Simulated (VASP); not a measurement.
Consider the following.

```
CELL_PARAMETERS angstrom
      0.10548     3.99610     3.58168
      3.99610     0.10548     3.58168
      2.05079     2.05079     0.00000
ATOMIC_POSITIONS crystal
  Pd 0.00000 0.00000 0.00000
  Pd 0.00000 0.50000 0.00000
  Pd 0.50000 0.00000 0.00000
  Al 0.50000 0.50000 0.00000
```

All values below come from PBEsol GGA, VASP's PBE PAW potentials (set 64) (plane waves; VASP 6.6.1). Numerical set-up: 400 eV cut-off, Gaussian smearing of 0.050 eV, potentials Pd Al.

Problem. What does the run give for the band gap (along the path) with the smallest direct gap where there is one?

Solution. 
```json
{
  "band gap (along the path)": "none (metal, semimetal or under 0.01 eV)"
}
```

The structure was generated: AlPd3 was put into an ordered model structure (Cmmm), which need not be its known phase. It was relaxed first, which changed the volume by -6 %. The electron count is odd and the run is not spin-polarised, which forces a metal.
